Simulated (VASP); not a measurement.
Write the native input for VASP 6.6.1 that does the following.

```yaml
Task: relaxation of cell and atoms
Functional: PBE
Potentials_or_basis: VASP PAW PBE potentials, release 64 (Hf_pv, Ge_d)
Cutoff: 520 eV
k_mesh: 8 × 8 × 4
Occupations: gaussian, width 0.15 eV
Spin: no spin polarisation
Further_INCAR_settings: PREC = Normal; ALGO = Fast; EDIFF = 0.0001; IBRION = 2; EDIFFG = -0.08; NSW = 24; ISIF = 3
```

The structure of HfGe lies in POSCAR:

```
HfGe
1.0
    2.9525012800      0.0000000000      0.0000000000
   -1.4762506400      2.5569411100      0.0000000000
    0.0000000000      0.0000000000      5.6180041900
Hf Ge
1 1
Direct
    0.0000000000      0.0000000000      0.2806109800
    0.0000000000      0.0000000000      0.6492129300
```

The cell was built by a generator and needn't be a form met in nature.

One way to write it, as run:

INCAR

```
  PREC = Normal
  ENCUT = 520
  EDIFF = 1E-4
  ISMEAR = 0
  SIGMA = 0.15
  LREAL = F
  LASPH = T
  NELM = 60
  ALGO = Fast
  ISIF = 3
  LWAVE = F
  LCHARG = F
  GGA = PE
  IBRION = 2
  NSW = 24
  EDIFFG = -0.08
```

KPOINTS

```
Automatic mesh
0
Gamma
  8 8 4
```

Potentials or basis: VASP PAW PBE potentials, release 64 (Hf_pv, Ge_d).

Run with:

```bash
$ cat potpaw_PBE.64/Hf_pv/POTCAR potpaw_PBE.64/Ge_d/POTCAR > POTCAR
$ mpirun -np 1 vasp_std > vasp.out
```

It gave:

The relaxed volume is 22.27 Å³/atom and the relaxed cell is a = 3.078 Å, b = 3.078 Å, c = 5.430 Å, α = 90.00°, β = 90.00°, γ = 120.00°. The space group after relaxing (to 0.05 Å) is P6/mmm (No. 191), the energy gained by relaxing is 1724.8 meV/atom and the ionic steps are 16. The pressure after relaxing is 0.2 GPa. The largest force after relaxing is 0.014 eV/Å. The band gap on the k mesh is none (metal or under the smearing width).

Caveat: the relaxation stopped at a loose force limit of 0.08 eV/Å, so its end isn't a converged minimum.

It took 81 s on 1 thread of Intel(R) Xeon(R) Platinum 8488C (Sapphire Rapids), on a shared host, peak memory 0.15 GiB.
